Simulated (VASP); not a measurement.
These are PBEsol GGA, VASP's PBE PAW potentials (set 64) (plane waves; VASP) values and carry that method's errors.

VASP ran on this input.

**KPOINTS**
```
kpoints
0
Gamma
  7 7 11
0 0 0
```

File POSCAR:
```
CrO2
1.0
  4.2835362013   0.0000000000   0.0000000000
  0.0000000000   4.2835362013   0.0000000000
  0.0000000000   0.0000000000   2.8413940058
Cr O
2 4
Direct
  0.0000000000   0.0000000000   0.0000000000
  0.5000000000   0.5000000000   0.5000000000
  0.3019688462   0.3019688462   0.0000000000
  0.8019688462   0.1980311538   0.5000000000
  0.1980311538   0.8019688462   0.5000000000
  0.6980311538   0.6980311538   0.0000000000
```

### INCAR
```
# general
SYSTEM  = CrO2
PREC    = Accurate
ENCUT   = 620
LREAL   = .FALSE.   # projection in real space or not
LASPH   = .TRUE.   # aspherical one-centre terms

# electronic loop
EDIFF   = 1E-6   # SCF stop (eV)
NELM    = 100
ALGO    = Normal   # blocked Davidson
LMAXMIX = 4   # l cut-off of mixed one-centre charges

# smearing
ISMEAR  = 1
SIGMA   = 0.1

# functional
GGA     = PS   # PBEsol

# spin
ISPIN   = 2   # spin-polarised
MAGMOM  = 2*2.1 4*-0.1

# ions
IBRION  = 2   # conjugate gradients
NSW     = 40   # most ionic steps
ISIF    = 3   # ions, shape and volume
EDIFFG  = -0.02   # ionic stop
PSTRESS = 300   # kbar

# output
LWAVE   = .FALSE.
LCHARG  = .FALSE.
LORBIT  = 10
```

POTCAR, in this order: Cr_pv O (PBE.64 set). Program: vasp_std.

The run wrote:

OSZICAR:
```
       N       E                     dE             d eps       ncg     rms          rms(c)
DAV:   1     0.665962445494E+03    0.66596E+03   -0.29452E+04  7200   0.206E+03
DAV:   2     0.127071022926E+02   -0.65326E+03   -0.61479E+03  7684   0.571E+02
DAV:   3    -0.651415569284E+02   -0.77849E+02   -0.75712E+02  8818   0.187E+02
DAV:   4    -0.674316295367E+02   -0.22901E+01   -0.22093E+01  8334   0.311E+01
DAV:   5    -0.674875446645E+02   -0.55915E-01   -0.55680E-01  8904   0.480E+00    0.485E+01
DAV:   6    -0.581031525823E+02    0.93844E+01   -0.13217E+02  8266   0.103E+02    0.299E+01
DAV:   7    -0.547640095184E+02    0.33391E+01   -0.75718E+01  8622   0.913E+01    0.210E+01
DAV:   8    -0.529748562925E+02    0.17892E+01   -0.57515E+00  8064   0.240E+01    0.647E+00
DAV:   9    -0.528323446294E+02    0.14251E+00   -0.13252E+00  9624   0.106E+01    0.205E+00
DAV:  10    -0.528254714369E+02    0.68732E-02   -0.16548E-01  8072   0.418E+00    0.107E+00
DAV:  11    -0.528258349258E+02   -0.36349E-03   -0.99347E-03  9936   0.774E-01    0.492E-01
DAV:  12    -0.528255568760E+02    0.27805E-03   -0.18917E-03  9164   0.467E-01    0.237E-01
DAV:  13    -0.528255473812E+02    0.94948E-05   -0.42393E-04  9440   0.210E-01    0.754E-02
DAV:  14    -0.528255197305E+02    0.27651E-04   -0.98613E-05  9368   0.868E-02    0.286E-02
DAV:  15    -0.528255191439E+02    0.58661E-06   -0.16094E-05  9548   0.354E-02    0.111E-02
DAV:  16    -0.528255190641E+02    0.79834E-07   -0.15301E-06  5396   0.988E-03
   1 F= -.43063334E+02 E0= -.43063008E+02  d E =-.430633E+02  mag=     4.0000
       N       E                     dE             d eps       ncg     rms          rms(c)
DAV:   1    -0.543177865409E+02   -0.14923E+01   -0.59887E+01  7200   0.857E+01    0.183E+01
DAV:   2    -0.524017851438E+02    0.19160E+01   -0.81026E+00  7224   0.330E+01    0.778E+00
DAV:   3    -0.520965508681E+02    0.30523E+00   -0.26670E+00  8666   0.158E+01    0.571E+00
DAV:   4    -0.519569883339E+02    0.13956E+00   -0.66288E-01  7256   0.904E+00    0.920E-01
DAV:   5    -0.519507076841E+02    0.62806E-02   -0.27081E-02  7590   0.140E+00    0.517E-01
DAV:   6    -0.519486423541E+02    0.20653E-02   -0.48032E-03  8384   0.677E-01    0.194E-01
DAV:   7    -0.519484979241E+02    0.14443E-03   -0.13272E-03  8804   0.319E-01    0.968E-02
DAV:   8    -0.519485026334E+02   -0.47093E-05   -0.14890E-04 10200   0.945E-02    0.623E-02
DAV:   9    -0.519485013738E+02    0.12596E-05   -0.71837E-06  8042   0.230E-02    0.227E-02
DAV:  10    -0.519485010573E+02    0.31646E-06   -0.43437E-06  6708   0.141E-02
   2 F= -.42926256E+02 E0= -.42926015E+02  d E =0.137078E+00  mag=     4.0012
       N       E                     dE             d eps       ncg     rms          rms(c)
DAV:   1    -0.537461984121E+02   -0.17977E+01   -0.28072E+01  7200   0.610E+01    0.121E+01
DAV:   2    -0.531024262940E+02    0.64377E+00   -0.65356E+00  7328   0.309E+01    0.788E+00
DAV:   3    -0.526687142122E+02    0.43371E+00   -0.17436E+00  8026   0.136E+01    0.358E+00
DAV:   4    -0.526304392222E+02    0.38275E-01   -0.37500E-01  7212   0.444E+00    0.104E+00
DAV:   5    -0.526206917127E+02    0.97475E-02   -0.31188E-02  9586   0.143E+00    0.477E-01
DAV:   6    -0.526196634776E+02    0.10282E-02   -0.74531E-03  7596   0.675E-01    0.249E-01
DAV:   7    -0.526192051655E+02    0.45831E-03   -0.17305E-03  8500   0.275E-01    0.602E-02
DAV:   8    -0.526192236122E+02   -0.18447E-04   -0.11943E-04  9980   0.867E-02    0.507E-02
DAV:   9    -0.526192230649E+02    0.54730E-06   -0.58770E-06  8324   0.187E-02
   3 F= -.43105848E+02 E0= -.43105510E+02  d E =-.425132E-01  mag=     4.0000
       N       E                     dE             d eps       ncg     rms          rms(c)
DAV:   1    -0.526125533997E+02    0.66702E-02   -0.49919E-03  7218   0.798E-01    0.162E-01
DAV:   2    -0.526124071349E+02    0.14626E-03   -0.95074E-04  7268   0.364E-01    0.935E-02
DAV:   3    -0.526123560660E+02    0.51069E-04   -0.30958E-04  8436   0.178E-01    0.508E-02
DAV:   4    -0.526123453724E+02    0.10694E-04   -0.67770E-05  7362   0.792E-02    0.952E-03
DAV:   5    -0.526123448173E+02    0.55508E-06   -0.34692E-06  6238   0.140E-02
   4 F= -.43105858E+02 E0= -.43105521E+02  d E =-.425240E-01  mag=     4.0000
       N       E                     dE             d eps       ncg     rms          rms(c)
DAV:   1    -0.526099018629E+02    0.24435E-02   -0.36229E-01  7200   0.443E+00    0.491E-01
DAV:   2    -0.526083665505E+02    0.15353E-02   -0.14177E-02  8548   0.112E+00    0.375E-01
DAV:   3    -0.526077233470E+02    0.64320E-03   -0.23884E-03  9328   0.516E-01    0.210E-01
DAV:   4    -0.526074205306E+02    0.30282E-03   -0.12709E-03  9380   0.305E-01    0.156E-01
DAV:   5    -0.526074183110E+02    0.22197E-05   -0.13967E-04  8434   0.101E-01    0.828E-02
DAV:   6    -0.526074114086E+02    0.69023E-05   -0.15299E-05 10540   0.262E-02    0.656E-02
DAV:   7    -0.526074098161E+02    0.15925E-05   -0.47494E-06  7166   0.179E-02    0.225E-02
DAV:   8    -0.526074097333E+02    0.82819E-07   -0.12850E-06  4500   0.948E-03
   5 F= -.43106545E+02 E0= -.43106263E+02  d E =-.686833E-03  mag=     4.0000
       N       E                     dE             d eps       ncg     rms          rms(c)
DAV:   1    -0.526088316967E+02   -0.14219E-02   -0.17470E-02  7200   0.974E-01    0.108E-01
DAV:   2    -0.526087583336E+02    0.73363E-04   -0.68769E-04  8568   0.249E-01    0.825E-02
DAV:   3    -0.526087270181E+02    0.31315E-04   -0.11581E-04  9320   0.115E-01    0.461E-02
DAV:   4    -0.526087119619E+02    0.15056E-04   -0.62283E-05  9368   0.670E-02    0.347E-02
DAV:   5    -0.526087118537E+02    0.10828E-06   -0.67930E-06  8172   0.219E-02
   6 F= -.43106606E+02 E0= -.43106309E+02  d E =-.747315E-03  mag=     4.0000
       N       E                     dE             d eps       ncg     rms          rms(c)
DAV:   1    -0.526088534411E+02   -0.14148E-03   -0.21453E-04  7212   0.108E-01    0.172E-02
DAV:   2    -0.526088524800E+02    0.96103E-06   -0.87695E-06  8782   0.282E-02
   7 F= -.43106605E+02 E0= -.43106307E+02  d E =-.746877E-03  mag=     4.0000
```

### OUTCAR
```
------------------------ aborting loop because EDIFF is reached ----------------------------------------
  FORCE on cell =-STRESS in cart. coord.  units (eV):
  Direction    XX          YY          ZZ          XY          YZ          ZX
  --------------------------------------------------------------------------------------
  Total        9.4979341      9.4979341      9.5806157      0.0000000      0.0000000      0.0000000
  in kB      299.8638296    299.8638296    302.4742120      0.0000000      0.0000000      0.0000000
  external PRESSURE =       0.7339571 kB  Pullay stress =     300.0000000 kB
  volume of cell :       50.75
      direct lattice vectors                 reciprocal lattice vectors
     4.240964699  0.000000000  0.000000000     0.235795408 -0.000000000  0.000000000
     0.000000000  4.240964699  0.000000000     0.000000000  0.235795408  0.000000000
     0.000000000  0.000000000  2.821540804     0.000000000  0.000000000  0.354416282
 POSITION                                       TOTAL-FORCE (eV/Angst)
 -----------------------------------------------------------------------------------
      0.00000      0.00000      0.00000         0.000000      0.000000      0.000000
      2.12048      2.12048      1.41077         0.000000      0.000000      0.000000
      1.27935      1.27935      0.00000         0.013568      0.013568      0.000000
      3.39983      0.84114      1.41077         0.013568     -0.013568      0.000000
      0.84114      3.39983      1.41077        -0.013568      0.013568      0.000000
      2.96162      2.96162      0.00000        -0.013568     -0.013568      0.000000
 -----------------------------------------------------------------------------------
    total drift:                                0.000000      0.000000      0.000000
  FREE ENERGIE OF THE ION-ELECTRON SYSTEM (eV)
  ---------------------------------------------------
  free  energy   TOTEN  =       -52.6088524800 eV

  energy  without entropy=      -52.6079565030  energy(sigma->0) =      -52.60855382
  enthalpy is  TOTEN    =       -43.1066053214 eV   P V=        9.5022471586

 total charge

# of ion       s       p       d       tot
------------------------------------------
    1        0.411   6.596   4.231  11.238
    2        0.411   6.596   4.231  11.238
    3        1.569   3.518   0.000   5.086
    4        1.569   3.518   0.000   5.086
    5        1.569   3.518   0.000   5.086
    6        1.569   3.518   0.000   5.086
--------------------------------------------------
tot          7.097  27.264   8.462  42.822

 magnetization (x)

# of ion       s       p       d       tot
------------------------------------------
    1        0.021   0.037   1.942   2.000
    2        0.021   0.037   1.942   2.000
    3       -0.002  -0.029   0.000  -0.031
    4       -0.002  -0.029   0.000  -0.031
    5       -0.002  -0.029   0.000  -0.031
    6       -0.002  -0.029   0.000  -0.031
--------------------------------------------------
tot          0.032  -0.040   3.884   3.876

 reached required accuracy - stopping structural energy minimisation
```
(Selected blocks of OUTCAR.)

**CONTCAR**
```
CrO2
   1.00000000000000
     4.2409646985653442    0.0000000000000000    0.0000000000000000
     0.0000000000000000    4.2409646985653442    0.0000000000000000
     0.0000000000000000    0.0000000000000000    2.8215408040556511
  Cr              O
     2     4
Direct
     0.0000000000000000    0.0000000000000000    0.0000000000000000
     0.5000000000000000    0.5000000000000000    0.5000000000000000
     0.3016639138614582    0.3016639138614582    0.0000000000000000
     0.8016639138614582    0.1983360861385417    0.5000000000000000
     0.1983360861385417    0.8016639138614582    0.5000000000000000
     0.6983360861385418    0.6983360861385418    0.0000000000000000
```

Energy and stress use the plane-wave basis of the starting cell.

The compound is CrO2 in the rutile structure. This run relaxes it under an external pressure of 30 GPa. Symmetry was kept, so distortions that lower it aren't found.
